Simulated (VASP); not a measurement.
A VASP calculation is set up with these files.

File KPOINTS:
```
Automatic mesh
0
gamma
 6 6 3
```

File POSCAR:
```
AlP
1
    3.8634800000     0.0000000000     0.0000000000
   -1.9317400000     3.3458720000     0.0000000000
    0.0000000000     0.0000000000     6.3414400000
Al P
2 2
Direct
  0.3333330000   0.6666670000   0.0000700000
  0.6666670000   0.3333330000   0.5000700000
  0.3333330000   0.6666670000   0.3749300000
  0.6666670000   0.3333330000   0.8749300000
```

### INCAR
```
SIGMA=0.05   # width (eV)
IBRION=2
ISMEAR=0   # Gaussian
ALGO=Normal   # blocked Davidson
EDIFFG=-0.02   # ionic stop
LREAL=.FALSE.
NELM=100   # most electronic steps
ENCUT=400   # plane-wave cut-off (eV)
EDIFF=1E-6   # SCF stop (eV)
LCHARG=.FALSE.
GGA=PS
LASPH=.TRUE.   # aspherical one-centre terms
SYSTEM=AlP
LWAVE=.FALSE.
PREC=Accurate
NSW=60
ISIF=3   # ions, shape and volume
```

POTCAR, in this order: Al P (PBE.64 set). Program: vasp_std.

Task: Translate this PBEsol calculation to Ansatz.

Result: One equivalent input (not run):
Ansatz 0.2 input:
```yaml
crystal:
  lattice:
    - [3.8634800, 0.0000000, 0.0000000]
    - [-1.9317400, 3.3458720, 0.0000000]
    - [0.0000000, 0.0000000, 6.3414400]
  atoms:
    - { symbol: Al, position: [0.3333330, 0.6666670, 0.0000700] }
    - { symbol: Al, position: [0.6666670, 0.3333330, 0.5000700] }
    - { symbol: P, position: [0.3333330, 0.6666670, 0.3749300] }
    - { symbol: P, position: [0.6666670, 0.3333330, 0.8749300] }
kpoints:
  mp_grid: { grid: [6, 6, 3] }
hamiltonian:
  xc: pbesol
  pseudopotentials: { kind: paw }
scf:
  occupations: { method: gaussian, width: 0.05 }
  max_iter: 100
relax:
  max_steps: 60
  f_tol: 0.02
  cell: {}
output: { forces: true, stress: true, eigenvalues: true }
```
Limits of the translation: each code has its own PAW files, so the cut-off isn't converted (ENCUT is set for VASP's; basis.ecutwfc is left out, and Ansatz then takes the one that its files recommend); Ansatz stops its SCF on the density residual and VASP on the energy change (EDIFF).

The structure comes from a computed database's AlP entry (P6_3mc); how it stands against other phases isn't given here. The cell was not relaxed at this level. The start is the result of an earlier pass.
